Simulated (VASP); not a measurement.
OSZICAR of a VASP run on Na (bcc):

File OSZICAR:
```
       N       E                     dE             d eps       ncg     rms          rms(c)
DAV:   1     0.159033451903E+02    0.15903E+02   -0.35436E+03  1022   0.713E+02
DAV:   2    -0.118013467614E+01   -0.17083E+02   -0.17066E+02  1085   0.126E+02
DAV:   3    -0.145067983025E+01   -0.27055E+00   -0.27054E+00  1309   0.225E+01
DAV:   4    -0.145257871026E+01   -0.18989E-02   -0.18989E-02  1253   0.156E+00
DAV:   5    -0.145259871258E+01   -0.20002E-04   -0.20002E-04  1260   0.135E-01    0.213E-01
DAV:   6    -0.145114297259E+01    0.14557E-02   -0.95027E-04  1211   0.537E-01    0.138E-01
DAV:   7    -0.145030717273E+01    0.83580E-03   -0.13554E-03  1092   0.541E-01    0.216E-02
DAV:   8    -0.145029144844E+01    0.15724E-04   -0.95668E-05  1141   0.219E-01    0.307E-03
DAV:   9    -0.145029179731E+01   -0.34887E-06   -0.39655E-07  1183   0.832E-03    0.118E-03
DAV:  10    -0.145029184989E+01   -0.52580E-07   -0.57292E-08  1078   0.220E-03    0.108E-04
DAV:  11    -0.145029185025E+01   -0.35436E-09   -0.66139E-10   686   0.220E-04
   1 F= -.14502919E+01 E0= -.14500491E+01  d E =-.145029E+01
```

**Question.** Which electronic solver shows in the log?

**Answer.** It is blocked Davidson (ALGO = Normal, or the opening steps of other solvers). The INCAR had ALGO = Normal.

**Question.** Can the final energy be trusted as converged?

**Answer.** Self-consistency was reached. It stopped with EDIFF = 1E-8, NELM = 100, NSW = 30 and EDIFFG = -0.001 after 1 ionic step (LDA (Ceperley-Alder, Perdew-Zunger), plane waves, VASP's LDA PAW potentials (set 64)).

The compound is Na in the bcc structure. It was relaxed first, which changed the volume by -15 %. The start is the result of an earlier pass.
